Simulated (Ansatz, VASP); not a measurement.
# PtC in two plane-wave programs

One calculation is typed for both programs; each brings its own data sets. How far apart do they land? The cell is generated by rule, not measured, and may not be a known phase. The cell is taken from a series of runs on this material, whose earlier steps may have relaxed, scaled, displaced or heated it; both programs get it as it stands.

Program: Ansatz 0.2.0. Level of theory: plane waves, with VASP 6.6.1 beside it; single point at LDA. Results are calculated unless marked as measured.

The structure was built from a prototype and need not be the compound's stable phase.

### Step 1. The structure

Symmetry: Cmc2_1, No. 36, orthorhombic system. Conventional cell: a = 9.476 Å, b = 5.471 Å, c = 5.778 Å, α = 90.00°, β = 90.00°, γ = 90.00°. Nearest to Pt lie 4 C at 1.99 to 2.12 Å. Nearest to Pt lie 4 C at 2.01 to 2.03 Å. C has 4 Pt at 1.99 to 2.12 Å nearest. Nearest to C lie 4 Pt at 2.01 to 2.03 Å. Farther neighbours are not listed.

Structure file:

```xyz
12
Lattice="4.7380 2.7355 0.0000 0.0000 5.4710 0.0000 0.0000 0.0000 5.7777" Properties=species:S:1:pos:R:3 pbc="T T T"
Pt    0.0000    1.9061    0.1159
Pt    1.5080    4.5180    0.1159
Pt    3.2300    7.2535    5.6739
Pt    1.6507    6.4240    3.0048
Pt    3.1587    3.5650    3.0048
Pt    4.6667    6.4240    2.7851
C     4.7380    4.4847    2.2275
C     1.6438    4.5964    2.2275
C     3.0942    1.8609    1.9169
C     1.5149    0.8746    5.1163
C     3.1587    3.7218    5.1163
C     0.0645    3.6101    4.8058
```

### Step 2. VASP: single point, LDA, pair 1

A single point gives forces, pressure and levels at one fixed geometry, so differences don't come from the geometry; what else differs is listed under the comparison.

Lines of VASP's logs that name or quote its potential files are left out, and so is its time.

INCAR reads:

```
SYSTEM = PtC
PREC = Accurate
ENCUT = 600
EDIFF = 1E-06
NELM = 120
ISMEAR = 1
SIGMA = 0.15
LREAL = .FALSE.
ALGO = Normal
GGA = PW92
NBANDS = 54
LASPH = .TRUE.
LORBIT = 11
LWAVE = .FALSE.
LCHARG = .FALSE.
ISIF = 2
GGA_COMPAT = .FALSE.
KPAR = 2
```

POSCAR reads:

```
PtC
1.0
    4.7380418755      2.7355097523      0.0000000000
    0.0000000000      5.4710195045      0.0000000000
    0.0000000000      0.0000000000      5.7777226655
Pt C
6 6
Direct
    0.0000010859      0.3483901436      0.0200618525
    0.3182760273      0.6666665723      0.0200623623
    0.6817239792      0.9849432841      0.9820363892
    0.3483910342      0.9999996996      0.5200626947
    0.6666662784      0.3182759768      0.5200625672
    0.9849432337      0.6817243236      0.4820367216
    0.9999989961      0.3197264923      0.3855273424
    0.3469406224      0.6666667745      0.3855280629
    0.6530593943      0.0136067332      0.3317817713
    0.3197256875      0.0000002490      0.8855285326
    0.6666670401      0.3469406680      0.8855283525
    0.0136067788      0.6530590830      0.8317822411
```

KPOINTS reads:

```
Automatic mesh
0
Gamma
9 9 6
0 0 0
```

PAW data sets: Pt and C (LDA family, release 64).

Command:

```bash
$ mpirun -np 2 vasp_std
```

Numbers of over 12 decimals in the logs are rounded to 6 here.

Output:

```text
[banner, memory and clock lines left out]
running    2 mpi-ranks, on    1 nodes
 distrk:  each k-point on    1 cores,    2 groups
 distr:  one band on    1 cores,    1 groups

 POSCAR found type information on POSCAR PtC
 POSCAR found :  2 types and      12 ions
|                                                                             |
|               ----> ADVICE to this user running VASP <----                  |
|                                                                             |
|     You enforced a specific xc type in the INCAR file but a different       |
|     [... a line on the potential file left out ...]
|     I HOPE YOU KNOW WHAT YOU ARE DOING!                                     |
|                                                                             |

 LDA part: xc-table for (Slater(with rela. corr.)+PW92), standard interpolation
 POSCAR, INCAR and KPOINTS ok, starting setup
 FFT: planning ... GRIDC
 FFT: planning ... GRID_SOFT
 FFT: planning ... GRID
 WAVECAR not read
 entering main loop
       N       E                     dE             d eps       ncg     rms          rms(c)
DAV:   1     0.530074370410E+03    0.53007E+03   -0.46214E+04 10800   0.167E+03
DAV:   2    -0.709229052463E+02   -0.60100E+03   -0.57152E+03 12174   0.341E+02
DAV:   3    -0.106862370241E+03   -0.35939E+02   -0.34758E+02 12496   0.771E+01
DAV:   4    -0.107914210814E+03   -0.10518E+01   -0.10424E+01 12852   0.137E+01
DAV:   5    -0.107938852017E+03   -0.24641E-01   -0.24625E-01 12942   0.200E+00    0.561E+01
DAV:   6    -0.959973736197E+02    0.11941E+02   -0.72415E+01 12594   0.442E+01    0.217E+01
DAV:   7    -0.944857842974E+02    0.15116E+01   -0.11442E+01 11094   0.196E+01    0.139E+01
DAV:   8    -0.943811898102E+02    0.10459E+00   -0.16453E+00 11334   0.700E+00    0.463E+00
DAV:   9    -0.942617266223E+02    0.11946E+00   -0.35763E-01 11382   0.483E+00    0.148E+00
DAV:  10    -0.942480992633E+02    0.13627E-01   -0.73098E-02 11674   0.156E+00    0.474E-01
DAV:  11    -0.942483308530E+02   -0.23159E-03   -0.60009E-03 12710   0.377E-01    0.221E-01
DAV:  12    -0.942483248043E+02    0.60487E-05   -0.33327E-04 13128   0.885E-02    0.953E-02
DAV:  13    -0.942483097552E+02    0.15049E-04   -0.10705E-04 11778   0.553E-02    0.284E-02
DAV:  14    -0.942483071971E+02    0.25581E-05   -0.80896E-06 12466   0.124E-02    0.122E-02
DAV:  15    -0.942483057638E+02    0.14334E-05   -0.22022E-06  8000   0.639E-03    0.466E-03
DAV:  16    -0.942483056682E+02    0.95576E-07   -0.10171E-06  6042   0.429E-03
   1 F= -.94248306E+02 E0= -.94247739E+02  d E =-.170052E-02
```

Parts of OUTCAR (step 2):

```text
ion  position               nearest neighbor table
   1  0.000  0.348  0.020-  11 1.99  10 1.99  12 2.02   7 2.12   2 3.02   3 3.02   6 3.21   2 3.23
                             2 3.23   3 3.24   3 3.24   4 3.46   4 3.46   5 3.46   5 3.46
   2  0.318  0.667  0.020-  10 1.99  11 1.99  12 2.02   8 2.12   1 3.02   3 3.02   6 3.21   1 3.23
                             1 3.23   3 3.24   3 3.24   5 3.46   5 3.46   4 3.46   4 3.46
   3  0.682  0.985  0.982-  12 2.01  11 2.02  10 2.02   9 2.03   2 3.02   1 3.02   5 3.21   4 3.21
                             1 3.24   2 3.24   1 3.24   2 3.24   6 3.33   6 3.33
   4  0.348  1.000  0.520-   8 1.99   7 1.99   9 2.02  10 2.12   5 3.02   6 3.02   3 3.21   5 3.23
                             5 3.23   6 3.24   6 3.24   1 3.46   1 3.46   2 3.46   2 3.46
   5  0.667  0.318  0.520-   7 1.99   8 1.99   9 2.02  11 2.12   4 3.02   6 3.02   3 3.21   4 3.23
                             4 3.23   6 3.24   6 3.24   2 3.46   2 3.46   1 3.46   1 3.46
   6  0.985  0.682  0.482-   9 2.01   8 2.02   7 2.02  12 2.03   5 3.02   4 3.02   2 3.21   1 3.21
                             5 3.24   4 3.24   4 3.24   5 3.24   3 3.33   3 3.33
   7  1.000  0.320  0.386-   5 1.99   4 1.99   6 2.02   1 2.12
   8  0.347  0.667  0.386-   4 1.99   5 1.99   6 2.02   2 2.12
   9  0.653  0.014  0.332-   6 2.01   4 2.02   5 2.02   3 2.03
  10  0.320  0.000  0.886-   2 1.99   1 1.99   3 2.02   4 2.12
  11  0.667  0.347  0.886-   1 1.99   2 1.99   3 2.02   5 2.12
  12  0.014  0.653  0.832-   3 2.01   1 2.02   2 2.02   6 2.03

  LATTYP: Found a hexagonal cell.
 ALAT       =     5.4710195045
 C/A-ratio  =     1.0560595993

 Subroutine GETGRP returns: Found  4 space group operations
 (whereof  1 operations were pure point group operations)

The static configuration has the point symmetry C_1 .
 The point group associated with its full space group is C_2v.

 Found    100 irreducible k-points:

   k-points           NKPTS =    100   k-points in BZ     NKDIM =    100   number of bands    NBANDS=     54

   dimension x,y,z NGX =    48 NGY =   48 NGZ =   48
   dimension x,y,z NGXF=    96 NGYF=   96 NGZF=   96

   ENCUT  =  600.0 eV  44.10 Ry    6.64 a.u.  10.93 10.93 11.54*2*pi/ulx,y,z

   NELECT =      84.0000    total number of electrons

 k-points in reciprocal lattice and weights: Automatic mesh
   0.00000000  0.00000000  0.00000000       0.002
   0.11111111  0.00000000  0.00000000       0.008
   0.11111111  0.11111111  0.00000000       0.004
   0.22222222  0.00000000  0.00000000       0.008
   0.22222222  0.22222222  0.00000000       0.004
   0.33333333  0.00000000  0.00000000       0.008
   0.33333333  0.33333333  0.00000000       0.004
   0.44444444  0.00000000  0.00000000       0.008
   0.44444444  0.44444444  0.00000000       0.004
[...]
-0.22222222  0.33333333  0.50000000       0.008
  -0.33333333  0.33333333  0.50000000       0.004

 average (electrostatic) potential at core
       1 -66.5247       2 -66.5246       3 -66.7088       4 -66.5245       5 -66.5245
       6 -66.7087       7 -51.4955       8 -51.4957       9 -51.5213      10 -51.4958
      11 -51.4957      12 -51.5214

 E-fermi :   8.9675

 k-point     1 :       0.0000    0.0000    0.0000
  band No.  band energies     occupation
    ...
     37       6.3184      2.00000
     38       7.1921      2.00000
     39       7.2606      2.00000
     40       8.8577      1.94115
     41       9.0132      0.51072
     42       9.0791      0.05172
     43       9.3555     -0.00156
     44       9.4850     -0.00001
     45       9.7919     -0.00000
     46       9.9231     -0.00000
    ...

 k-point     2 :       0.1111    0.0000    0.0000
  band No.  band energies     occupation
    ...
     38       7.0927      2.00000
     39       7.1878      2.00000
     40       8.5319      2.00032
     41       8.6502      2.01080
     42       8.8656      1.90498
     43       9.0468      0.22932
     44       9.5294     -0.00000
     45       9.6312     -0.00000
     46       9.8662     -0.00000
     47      10.4200     -0.00000
    ...

 k-point     3 :       0.1111    0.1111    0.0000
  band No.  band energies     occupation
    ...
     39       7.1480      2.00000
     40       8.5741      2.00131
     41       8.7118      2.03668
     42       8.8961      1.71330
     43       9.0033      0.60908
     44       9.2521     -0.02197
     45       9.8654     -0.00000
     46       9.9109     -0.00000
     47      10.3884     -0.00000
     48      10.7697     -0.00000
    ...

  Total       -1.1228096     -1.0999032     -2.2719601      0.0198376      0.0000000      0.0000000
  in kB      -12.0113786    -11.7663343    -24.3045417      0.2122146      0.0000000      0.0000000
  external PRESSURE =     -16.0274182 kB  Pullay stress =       0.0000000 kB

  energy-cutoff  :      600.00
  volume of cell :      149.77
      direct lattice vectors                 reciprocal lattice vectors
     4.738041876  2.735509752  0.000000000     0.211057653  0.000000000  0.000000000
     0.000000000  5.471019505  0.000000000    -0.105528827  0.182781290  0.000000000
     0.000000000  0.000000000  5.777722665     0.000000000  0.000000000  0.173078574

 POSITION                                       TOTAL-FORCE (eV/Angst)
 -----------------------------------------------------------------------------------
      0.00001      1.90605      0.11591         0.094483      0.284112      0.132840
      1.50801      4.51799      0.11591        -0.198807     -0.223881      0.132840
      3.23004      7.25351      5.67393        -0.267768      0.154596      0.039775
      1.65069      6.42404      3.00478         0.198807      0.223881      0.132840
      3.15869      3.56497      3.00478        -0.094483     -0.284112      0.132840
      4.66670      6.42405      2.78507         0.267768     -0.154596      0.039775
      4.73804      4.48474      2.22747         0.068332      0.122077     -0.213133
      1.64382      4.59641      2.22747        -0.071555     -0.120216     -0.213133
      3.09422      1.86089      1.91694        -0.043538      0.025137      0.120811
      1.51487      0.87461      5.11634         0.071555      0.120216     -0.213133
      3.15870      3.72179      5.11634        -0.068332     -0.122077     -0.213133
      0.06447      3.61012      4.80581         0.043538     -0.025137      0.120811
 -----------------------------------------------------------------------------------
    total drift:                                0.004267      0.008015      0.000301

  FREE ENERGIE OF THE ION-ELECTRON SYSTEM (eV)
  ---------------------------------------------------
  free  energy   TOTEN  =       -94.2483056682 eV

  energy  without entropy=      -94.2466051523  energy(sigma->0) =      -94.24773883

 total charge
# of ion       s       p       d       tot
------------------------------------------
    1        0.798   0.780   8.095   9.673
    2        0.798   0.780   8.095   9.673
    3        0.807   0.796   8.086   9.689
    4        0.798   0.780   8.095   9.673
    5        0.798   0.780   8.095   9.673
    6        0.807   0.796   8.086   9.689
    7        0.875   1.420   0.000   2.294
    8        0.875   1.420   0.000   2.294
    9        0.879   1.425   0.000   2.303
   10        0.875   1.420   0.000   2.294
   11        0.875   1.420   0.000   2.294
   12        0.879   1.425   0.000   2.303
--------------------------------------------------
tot         10.062  13.238  48.552  71.853

[... 3 further parts left out ...]
```

The run ends at a pressure of -1.60 GPa, with forces up to 0.33 eV/Å.

### Step 3. Ansatz: single point, LDA, pair 1

Ansatz runs on its default PAW (the set named soft_2) files.

The same cell, functional (in two slightly different forms), mesh and smearing now go to Ansatz, which takes its cutoff from its data sets.

input.yaml reads:

```yaml
crystal:
  lattice:
    - [4.7380418755, 2.7355097523, 0.0]
    - [0.0, 5.4710195045, 0.0]
    - [0.0, 0.0, 5.7777226655]
  atoms:
    - { symbol: Pt, position: [1.0859e-06, 0.3483901436, 0.0200618525] }
    - { symbol: Pt, position: [0.3182760273, 0.6666665723, 0.0200623623] }
    - { symbol: Pt, position: [0.6817239792, 0.9849432841, -0.0179636108] }
    - { symbol: Pt, position: [0.3483910342, 0.9999996996, 0.5200626947] }
    - { symbol: Pt, position: [0.6666662784, 0.3182759768, 0.5200625672] }
    - { symbol: Pt, position: [0.9849432337, 0.6817243236, 0.4820367216] }
    - { symbol: C, position: [-1.0039e-06, 0.3197264923, 0.3855273424] }
    - { symbol: C, position: [0.3469406224, 0.6666667745, 0.3855280629] }
    - { symbol: C, position: [0.6530593943, 1.0136067332, 0.3317817713] }
    - { symbol: C, position: [0.3197256875, 1.000000249, 0.8855285326] }
    - { symbol: C, position: [0.6666670401, 0.346940668, 0.8855283525] }
    - { symbol: C, position: [1.0136067788, 0.653059083, 0.8317822411] }
kpoints:
  mp_grid: { grid: [9, 9, 6] }
hamiltonian:
  xc: lda
scf:
  occupations: { method: methfessel_paxton, width: 0.15 }
output:
  forces: true
  stress: true
  eigenvalues: true
```

Command:

```bash
$ ansatz run input.yaml --threads 4 --pin off --max-ram 7168MiB --backend cpu --events-out ev --progress --plain --runs-dir out
```

Output:

```text
Warning: the atoms were moved onto the symmetric positions of the space group found under crystal.symmetry.tolerance 1.0e-5 (fractional; no operation is sought that the atoms, as they stand in a round, miss by more than twice it, and no atom is moved by as much as it), and the run uses the moved positions. Before a round's move an operation carried an atom to 9.18e-6 Å from where it should land, the largest such dist [...]
Engine: ansatz 0.2.0, x86_64-unknown-linux-gnu
Pseudopotentials: kind: paw
Pseudopotential: Pt, paw, valence charge 18, recommended cutoff 420 eV (normal), Pt.paw.azcp
Pseudopotential: C, paw, valence charge 4, recommended cutoff 420 eV (normal), C.paw.azcp
Functional definition: SPW92
  exchange = slater_x
  correlation = pw_c
Crystal: 12 atoms, lattice volume = 149.770 Å³
Basis set: ecut = 420 eV, 2893 PW (Γ)
Bands: 80, of which v1, the nominal top of the filled ones, is band 66 counted from 1 (65 counted from 0)
Symmetry: 4 space group operations
Space group: Cmc21 (ITA 36), of the structure as read, at distance tolerance 5.3e-5 Å
k-points: 100 of 486 (time reversal used)
Non-local potential: Pt, projectors of the file, l = 0: 3, l = 1: 2, l = 2: 2, l = 3: 1
Non-local potential: C, projectors of the file, l = 0: 2, l = 1: 2, l = 2: 1
PAW form: soft (Blöchl's): semilocal exchange-correlation on the pseudo side does not see the compensation charge
PAW frozen core: Pt, regenerated for the run's functional, and the local potential with it (the file was generated under x = pbe(κ = 0.804, μ = 0.219515), c = pbe(β = 0.066725))
PAW frozen core: C, regenerated for the run's functional, and the local potential with it (the file was generated under x = pbe(κ = 0.804, μ = 0.219515), c = pbe(β = 0.066725))
PAW one-centre angular grid: Pt, 590 points (default); XC on 64 Gauss nodes
PAW one-centre angular grid: C, 110 points (default); XC on 64 Gauss nodes
Initial density: superposition of atomic densities (neutral atoms: chi_scale 0, normalization atom), corrected by the library's trained network
Initial wavefunctions: pseudopotential atomic-orbital guess
Functional: x = slater, c = lda
SCF iter   1: F=—  HF=-74916.504423 eV  |F-HF|=—  |Δ(HF+E_count)|=         —  Δρ=1.12e-2  dr2=1.20e-1  ethr=1.77e-3  ⟨swp⟩=5.5  Hψ=28308  notcnv=0
preconditioner: auto → Kerker (q_TF=auto, 2.671 Å⁻¹)  [metal: Δε(μ)=0.006 eV  Ē_g=8.587 eV  σ=0.150 eV  W_gap=0.03  n_scr=58 (ndim 8)  ℏωp=27.8 eV  f_vac=0.000  D(μ)=4.90/eV (n_scr^D=28)]
SCF iter   2: F=—  HF=-74916.473999 eV  |F-HF|=—  |Δ(HF+E_count)|=   3.04e-2  S|Δr|=    0.00e0  Δρ=5.72e-3  dr2=3.27e-2  ethr=9.12e-5  ⟨swp⟩=1.4  Hψ=10038  notcnv=0
SCF iter   3: F=—  HF=-74916.463239 eV  |F-HF|=—  |Δ(HF+E_count)|=   1.08e-2  S|Δr|=    0.00e0  Δρ=8.78e-4  dr2=1.42e-3  ethr=2.48e-5  ⟨swp⟩=2.0  Hψ=11081  notcnv=0
SCF iter   4: F=—  HF=-74916.462890 eV  |F-HF|=—  |Δ(HF+E_count)|=   3.48e-4  S|Δr|=    0.00e0  Δρ=2.17e-4  dr2=9.18e-5  ethr=1.07e-6  ⟨swp⟩=2.0  Hψ=11198  notcnv=0
SCF iter   5: F=—  HF=-74916.462888 eV  |F-HF|=—  |Δ(HF+E_count)|=   2.44e-6  S|Δr|=    0.00e0  Δρ=5.12e-5  dr2=3.99e-6  ethr=6.95e-8  ⟨swp⟩=2.0  Hψ=11487  notcnv=0
SCF iter   6: F=—  HF=-74916.462888 eV  |F-HF|=—  |Δ(HF+E_count)|=   7.07e-8  S|Δr|=    0.00e0  Δρ=1.28e-5  dr2=2.86e-7  ethr=3.02e-9  ⟨swp⟩=2.1  Hψ=11712  notcnv=0
SCF iter   7: F=-74916.462888 eV  HF=-74916.462888 eV  |F-HF|=9.94e-9  |Δ(HF+E_count)|=   2.70e-8  S|Δr|=    0.00e0  Δρ=3.42e-6  dr2=2.44e-8  ethr=7.58e-11  ⟨swp⟩=8.4  Hψ=29297  notcnv=0
SCF 1 converged in 7 iterations: F = -74916.462888 eV  dr2 = 2.44e-8
  greatest PAW one-centre occupation: 1.000 electrons in one spin orbital (limit 2), on the Pt atom at site 5 (counted from 0), in its partial waves of l = 0
SCF converged after 7 iterations
Stability not checked: this state was not tested for a lower state beside it, because cold or Methfessel-Paxton smearing, or corrected tetrahedra, fill the levels in a way that the test cannot read (fill_not_monotonic; see scf.lower_state_search)
Free energy (F): -74916.462888 eV
Harris-Foulkes:  -74916.462888 eV  (|F-HF|=9.94e-9)
Internal energy: -74916.461507 eV  (E = F + TS)
E sigma→0 (E₀):  -74916.462543 eV
Entropy (-TS):   -0.001381 eV (-0.115 meV/atom)
Fermi energy:    16.880264 eV
Step filling:    the computed levels leave a gap of 0.0101 eV = 0.1 smearing widths at the electron count; against every level under it full and every level over it empty, smearing changes F+E_penalty+E_count by -0.749 meV and its σ→0 estimate by -0.404 meV
--- Per-component energies (eV) ---
  E_band       = -1412.767348
  E_kinetic    = 4342.081235
  E_local      = -12084.985641  (includes V_loc(G=0)·N_el)
  E_nonlocal   = 1401.287146
  E_hartree    = 4453.696908
  E_xc         = -1844.806955
  E_vxc        = -2167.250236  (∫ρ·V_xc dr)
  E_paw        = -55611.153055  (= ΣΔE_a)
  E_vpaw       = -1811.298530  (= ΣTr[D̂ρ^β])
  E_aug_tail   = 0.001114  (compensation charges beyond the density's cutoff)
  E_ewald      = -15575.742471
  E_core_change = 3.160212  (= ΣΔE_core)
  E_smearing   = -0.001381  (= −TS)
  E_closure    = 0.000000  (closes the sum)
  Σ components = -74916.462888   (vs F -74916.462888, Δ=0.00e0)
--- Forces (eV/Å), atoms counted from 1 ---
  atom   1  Pt     0.09361263     0.27050810     0.08612636
  atom   2  Pt    -0.18746057    -0.21632496     0.08612636
  atom   3  Pt    -0.26600890     0.15358031     0.02792294
  atom   4  Pt     0.18746057     0.21632496     0.08612636
  atom   5  Pt    -0.09361263    -0.27050810     0.08612636
  atom   6  Pt     0.26600890    -0.15358031     0.02792294
  atom   7  C      0.06753723     0.12042606    -0.18133849
  atom   8  C     -0.07052341    -0.11870199    -0.18133849
  atom   9  C     -0.02968601     0.01713923     0.16246061
  atom  10  C      0.07052341     0.11870199    -0.18133849
  atom  11  C     -0.06753723    -0.12042606    -0.18133849
  atom  12  C      0.02968601    -0.01713923     0.16246061
  max |Σ_I F_I| component: 8.14e-5 eV/Å
--- Stress (GPa, compression-positive) ---
       -2.084727       0.037087       0.000000
        0.037087      -2.041902       0.000000
       -0.000000      -0.000000      -3.147305
  P = ⅓ Tr σ = -2.4246 GPa (-24.246 kbar)
--- Band table (eV; the first three rows and the last of 100) ---
  k-point 0: bands = [... 62 lower, 15.1731, 16.7753, 16.9327, 17.0051, 17.2767, 17.4004, 17.7029, 17.8424, ... 10 higher]
  k-point 1: bands = [... 62 lower, 15.4047, 16.5072, 16.5485, 16.6078, 16.6654, 17.6983, 17.7795, 17.9952, ... 10 higher]
  k-point 2: bands = [... 62 lower, 15.7514, 15.9537, 16.1066, 16.1709, 16.3412, 17.3389, 17.4124, 18.1771, ... 10 higher]
  k-point 99: bands = [... 62 lower, 16.5044, 16.5044, 16.7622, 16.7622, 17.4300, 17.4300, 18.2449, 18.2449, ... 10 higher]
```

The run ends at a pressure of -2.42 GPa, with forces up to 0.31 eV/Å.

(Part 1 of 2 ends here.)

[Lines on the potential files, build, host, timing and source positions are cut from VASP's logs without a mark.]

[Logs are printed without paths, hosts, clocks, repeated set-up lines and the standing remarks that a program may print on its own settings, such as how far it seeks lower states.]

[Hosts, paths, dates, database ids (printed as entryN), source tags and the programs' standing remarks are cut or masked in the printed files.]
